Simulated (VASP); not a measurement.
Calculation: revPBE GGA, VASP's PBE PAW potentials (set 64) (plane waves; VASP).

Input for VASP

**KPOINTS**
```
Automatic mesh
0
Gamma
  4 4 4
0 0 0
```

### INCAR
```
SYSTEM = CsPbCl3
PREC = Accurate
ENCUT = 520
EDIFF = 1E-6
NELM = 100
ALGO = Normal
LREAL = .FALSE.
LASPH = .TRUE.
ISMEAR = 0
SIGMA = 0.05
GGA = RE
LMAXMIX = 4
LWAVE = .FALSE.
LCHARG = .FALSE.
IBRION = 2
ISIF = 3
NSW = 60
EDIFFG = -0.02
```

**POSCAR**
```
CsPbCl3
1
    5.8178391298     0.0000000000     0.0000000000
   -0.0000000000     5.8178391298     0.0000000000
   -0.0000000000    -0.0000000000     5.8178391298
Cs Pb Cl
1 1 3
Direct
  0.0000000000   0.0000000000   0.0000000000
  0.5000000000   0.5000000000   0.5000000000
  0.5000000000   0.0000000000   0.5000000000
  0.0000000000   0.5000000000   0.5000000000
  0.5000000000   0.5000000000   0.0000000000
```

POTCAR, in this order: Cs_sv Pb_d Cl (PBE.64 set). Program: vasp_std.

Problem. What will the output report for the number of irreducible k-points (NKPTS), largest plane-wave count, number of space-group operations, FFT grid (NGX, NGY, NGZ)?

Solution. 
The number of irreducible k-points (NKPTS) is 10 and the largest plane-wave count is 5400. The number of space-group operations is 48 and the FFT grid (NGX, NGY, NGZ) is 48 × 48 × 48.

The compound is CsPbCl3 in the cubic perovskite structure, the ideal cubic form; the compound distorts at low or room temperature. This run relaxes it. Symmetry was kept, so distortions that lower it aren't found. The start is the result of an earlier pass.
